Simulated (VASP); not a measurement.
Output of a VASP run:

File OSZICAR:
```
...
DAV:   5    -0.234007259333E+02    0.49347E-06   -0.95487E-07  2425   0.284E-02
   4 F= -.23400726E+02 E0= -.23369387E+02  d E =-.224471E-02
       N       E                     dE             d eps       ncg     rms          rms(c)
DAV:   1    -0.234012496293E+02   -0.52320E-03   -0.85118E-03  5293   0.197E+00    0.192E-01
DAV:   2    -0.234012705230E+02   -0.20894E-04   -0.91698E-03  6051   0.258E+00    0.159E-01
DAV:   3    -0.234007130023E+02    0.55752E-03   -0.29292E-03  5903   0.148E+00    0.353E-02
DAV:   4    -0.234007034223E+02    0.95801E-05   -0.83891E-05  6260   0.866E-02    0.120E-02
DAV:   5    -0.234007004738E+02    0.29485E-05   -0.93545E-06  5968   0.736E-02    0.300E-03
DAV:   6    -0.234007003536E+02    0.12018E-06   -0.76160E-07  2682   0.175E-02
   5 F= -.23400700E+02 E0= -.23369384E+02  d E =-.221913E-02
       N       E                     dE             d eps       ncg     rms          rms(c)
DAV:   1    -0.234009893136E+02   -0.28884E-03   -0.40443E-03  5354   0.135E+00    0.132E-01
DAV:   2    -0.234010001435E+02   -0.10830E-04   -0.43162E-03  6075   0.177E+00    0.109E-01
DAV:   3    -0.234007380880E+02    0.26206E-03   -0.13838E-03  5914   0.102E+00    0.245E-02
DAV:   4    -0.234007273462E+02    0.10742E-04   -0.36888E-05  6440   0.631E-02    0.749E-03
DAV:   5    -0.234007263747E+02    0.97149E-06   -0.34935E-06  3947   0.462E-02
   6 F= -.23400726E+02 E0= -.23369396E+02  d E =-.224515E-02
       N       E                     dE             d eps       ncg     rms          rms(c)
DAV:   1    -0.234072104500E+02   -0.64831E-02   -0.13550E-01  5330   0.580E+00    0.598E-01
DAV:   2    -0.234053966158E+02    0.18138E-02   -0.54602E-02  5727   0.626E+00    0.399E-01
DAV:   3    -0.234019380981E+02    0.34585E-02   -0.19386E-02  5929   0.378E+00    0.183E-01
DAV:   4    -0.234014131321E+02    0.52497E-03   -0.15651E-03  5919   0.582E-01    0.333E-02
DAV:   5    -0.234013935741E+02    0.19558E-04   -0.24109E-04  6636   0.305E-01    0.141E-02
DAV:   6    -0.234013898498E+02    0.37243E-05   -0.27254E-05  6575   0.118E-01    0.324E-03
DAV:   7    -0.234013900821E+02   -0.23236E-06   -0.43413E-07  2653   0.181E-02
   7 F= -.23401390E+02 E0= -.23369993E+02  d E =-.663707E-03
       N       E                     dE             d eps       ncg     rms          rms(c)
DAV:   1    -0.234015421408E+02   -0.15229E-03   -0.32313E-03  5354   0.884E-01    0.932E-02
DAV:   2    -0.234015013882E+02    0.40753E-04   -0.13444E-03  5738   0.981E-01    0.626E-02
DAV:   3    -0.234014162648E+02    0.85123E-04   -0.47334E-04  5926   0.592E-01    0.281E-02
DAV:   4    -0.234014044188E+02    0.11846E-04   -0.37887E-05  5891   0.846E-02    0.559E-03
DAV:   5    -0.234014037275E+02    0.69126E-06   -0.63652E-06  5657   0.531E-02
   8 F= -.23401404E+02 E0= -.23370019E+02  d E =-.677353E-03
       N       E                     dE             d eps       ncg     rms          rms(c)
DAV:   1    -0.234014230900E+02   -0.18671E-04   -0.42689E-04  5423   0.312E-01    0.341E-02
DAV:   2    -0.234014172708E+02    0.58192E-05   -0.18156E-04  5728   0.360E-01    0.230E-02
DAV:   3    -0.234014055126E+02    0.11758E-04   -0.63999E-05  5916   0.217E-01    0.102E-02
DAV:   4    -0.234014037037E+02    0.18089E-05   -0.50349E-06  4870   0.311E-02    0.206E-03
DAV:   5    -0.234014036300E+02    0.73688E-07   -0.60685E-07  2330   0.202E-02
   9 F= -.23401404E+02 E0= -.23370014E+02  d E =-.677255E-03
```

OUTCAR:
```
------------------------ aborting loop because EDIFF is reached ----------------------------------------
  FORCE on cell =-STRESS in cart. coord.  units (eV):
  Direction    XX          YY          ZZ          XY          YZ          ZX
  --------------------------------------------------------------------------------------
  Total        0.0415204      0.0415204      0.0014595      0.0000000      0.0000000      0.0000000
  in kB        0.7491618      0.7491618      0.0263346      0.0000000      0.0000000      0.0000000
  external PRESSURE =       0.5082194 kB  Pullay stress =       0.0000000 kB
  volume of cell :       88.80
      direct lattice vectors                 reciprocal lattice vectors
    -3.020434799  3.020434799  2.433311747     0.000000000  0.165539081  0.205481275
     3.020434799 -3.020434799  2.433311747     0.165539081  0.000000000  0.205481275
     3.020434799  3.020434799 -2.433311747     0.165539081  0.165539081  0.000000000
 POSITION                                       TOTAL-FORCE (eV/Angst)
 -----------------------------------------------------------------------------------
      0.95647      2.06396      2.43331         0.005716     -0.005716     -0.000000
      2.06396      0.95647      0.00000        -0.005716      0.005716     -0.000000
      0.95647      3.97691      0.00000         0.005716      0.005716      0.000000
      2.06396     -0.95647      2.43331        -0.005716     -0.005716     -0.000000
      0.00000      0.00000      1.21666        -0.000000     -0.000000     -0.000000
      0.00000      0.00000      3.64997        -0.000000     -0.000000     -0.000000
 -----------------------------------------------------------------------------------
    total drift:                               -0.000000      0.000000      0.000000
  FREE ENERGIE OF THE ION-ELECTRON SYSTEM (eV)
  ---------------------------------------------------
  free  energy   TOTEN  =       -23.4014036300 eV

  energy  without entropy=      -23.3386235482  energy(sigma->0) =      -23.37001359

 reached required accuracy - stopping structural energy minimisation
```
(Selected blocks of OUTCAR.)

### POSCAR
```
Al2Cu
1
   -3.0345870000     3.0345870000     2.4212090000
    3.0345870000    -3.0345870000     2.4212090000
    3.0345870000     3.0345870000    -2.4212090000
Al Cu
4 2
Direct
  0.8413900000   0.6586100000   0.5000000000
  0.1586100000   0.3413900000   0.5000000000
  0.6586100000   0.1586100000   0.8172200000
  0.3413900000   0.8413900000   0.1827800000
  0.2500000000   0.2500000000   0.0000000000
  0.7500000000   0.7500000000   0.0000000000
```

### Question
Write an INCAR and KPOINTS that could have produced this output.

### Answer
This is not unique; one that fits is the input of the run itself, PBE GGA, plane waves, VASP's PBE PAW potentials (set 64).

File KPOINTS:
```
Automatic mesh
0
Gamma
10 10 10
0 0 0
```

**INCAR**
```
SYSTEM  =  Al2Cu
PREC  =  Accurate; ENCUT  =  300; LREAL  =  .False.
LASPH  =  .True.
EDIFF  =  1E-6; NELM  =  100; ALGO  =  Normal
LMAXMIX  =  4
ISMEAR  =  -1; SIGMA  =  0.1
GGA  =  PE
IBRION  =  2; NSW  =  50; ISIF  =  3
EDIFFG  =  -0.01
LWAVE  =  .False.; LCHARG  =  .False.
```

POTCAR, in this order: Al Cu (PBE.64 set). Program: vasp_std.

At this cut-off the stress carries a Pulay error, which pulls relaxed volumes low.

The structure comes from a computed database's Al2Cu entry; how it stands against other phases isn't given here. This run relaxes it. Symmetry was kept, so distortions that lower it aren't found. The run is one of a series of settings (EDIFFG = -0.01, IBRION = 2, ISIF = 3, NSW = 50 against the base run), some of them coarse on purpose.
